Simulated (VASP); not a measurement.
All values below come from PBEsol GGA, VASP's PBE PAW potentials (set 64) (plane waves; VASP).

A VASP calculation is set up with these files.

KPOINTS:
```
Automatic mesh
0
Gamma
10 10 10
0 0 0
```

POSCAR:
```
Al3Sc
1
    4.0727836776     0.0000000000     0.0000000000
    0.0000000000     4.0727836776     0.0000000000
    0.0000000000     0.0000000000     4.0727836776
Sc Al
1 3
Direct
  0.0000000000   0.0000000000   0.0000000000
  0.0000000000   0.5000000000   0.5000000000
  0.5000000000   0.0000000000   0.5000000000
  0.5000000000   0.5000000000   0.0000000000
```

**INCAR**
```
# general
SYSTEM  = Al3Sc
PREC    = Accurate
ENCUT   = 400
LREAL   = F
LASPH   = T

# electronic loop
EDIFF   = 1E-7
NELM    = 100
ALGO    = Normal
LMAXMIX = 4

# smearing
ISMEAR  = -5

# functional
GGA     = PS

# ions
ISIF    = 2

# output
LWAVE   = F
LCHARG  = T
LORBIT  = 11
NEDOS   = 601
```

POTCAR, in this order: Sc_sv Al (PBE.64 set). Program: vasp_std.

Question: What does the run give for the energy per atom (σ→0), band gap (on the k-mesh)?

Answer: 
The energy per atom (σ→0) is -500.9 kJ/mol of atoms and the band gap (on the k-mesh) is none (metal, semimetal or under 0.01 eV).

File OSZICAR:
```
...
DAV:  13    -0.207638729675E+02    0.51244E-06   -0.55420E-06  2394   0.185E-02    0.398E-03
DAV:  14    -0.207638683481E+02    0.46195E-05   -0.24081E-06  2622   0.144E-02    0.213E-03
DAV:  15    -0.207638708233E+02   -0.24753E-05   -0.85773E-07  2148   0.109E-02    0.661E-04
DAV:  16    -0.207638703595E+02    0.46386E-06   -0.30797E-08  1060   0.230E-03    0.405E-04
DAV:  17    -0.207638702064E+02    0.15306E-06   -0.13824E-08  1006   0.953E-04    0.208E-04
DAV:  18    -0.207638699479E+02    0.25852E-06   -0.10804E-08   952   0.163E-03    0.188E-04
DAV:  19    -0.207638700057E+02   -0.57793E-07   -0.34149E-09   916   0.677E-04
   1 F= -.20763870E+02 E0= -.20763870E+02  d E =0.000000E+00
```

The compound is Al3Sc in the L1_2 structure. It was relaxed first.
